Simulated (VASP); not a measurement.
These are PBEsol GGA, VASP's PBE PAW potentials (set 64) (plane waves; VASP) values and carry that method's errors.

Input for VASP

KPOINTS:
```
Automatic mesh
0
Gamma
12 12 12
0 0 0
```

File POSCAR:
```
SnO
1
    3.0401927479     0.0000000000     0.0000000000
    0.0000000000     3.0401927479     0.0000000000
    0.0000000000     0.0000000000     3.0401927479
Sn O
1 1
Direct
  0.0000000000   0.0000000000   0.0000000000
  0.5000000000   0.5000000000   0.5000000000
```

INCAR:
```
SYSTEM  =  SnO
PREC  =  Accurate; ENCUT  =  620; LREAL  =  F
LASPH  =  T
EDIFF  =  1E-6; NELM  =  100; ALGO  =  Normal
LMAXMIX  =  4
ISMEAR  =  1; SIGMA  =  0.1
GGA  =  PS
IBRION  =  2; NSW  =  40; ISIF  =  3
EDIFFG  =  -0.02; PSTRESS  =  100
LWAVE  =  F; LCHARG  =  F
```

POTCAR, in this order: Sn_d O (PBE.64 set). Program: vasp_std.

**Question.** What will the output report for the number of irreducible k-points (NKPTS), largest plane-wave count, number of space-group operations, FFT grid (NGX, NGY, NGZ)?

**Answer.** 
| Property | Result |
|---|---|
| number of irreducible k-points (NKPTS) | 84 |
| largest plane-wave count | 1021 |
| number of space-group operations | 48 |
| FFT grid (NGX, NGY, NGZ) | 28 × 28 × 28 |

The structure was generated: SnO was put into the CsCl type type (Pm-3m), which need not be its known phase. This run relaxes it under an external pressure of 10 GPa. Symmetry was kept, so distortions that lower it aren't found.
